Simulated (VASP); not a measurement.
Input:

```xyz
3
Lattice="0.0000 2.9521 2.9521 2.9521 0.0000 2.9521 2.9521 2.9521 0.0000" Properties=species:S:1:pos:R:3 pbc="T T T"
Pb     2.9521     5.9042     2.9521
F      1.4761     1.4761     1.4761
F      4.4282     4.4282     4.4282
```

Computed with PBE GGA, VASP's PBE PAW potentials (set 64) (plane waves; VASP). Numerical set-up: 600 eV cut-off, 6×6×6 Γ-centred mesh, Gaussian smearing of 0.050 eV, potentials Pb_d F.

Estimate the energy per atom (σ→0), pressure.

```
Item                            Value
---------------------  --------------
energy per atom (σ→0)  -4.775 eV/atom
pressure                     3.39 GPa
```

The compound is PbF2 in the fluorite structure, the β form. This cell was strained or had an atom moved on purpose.
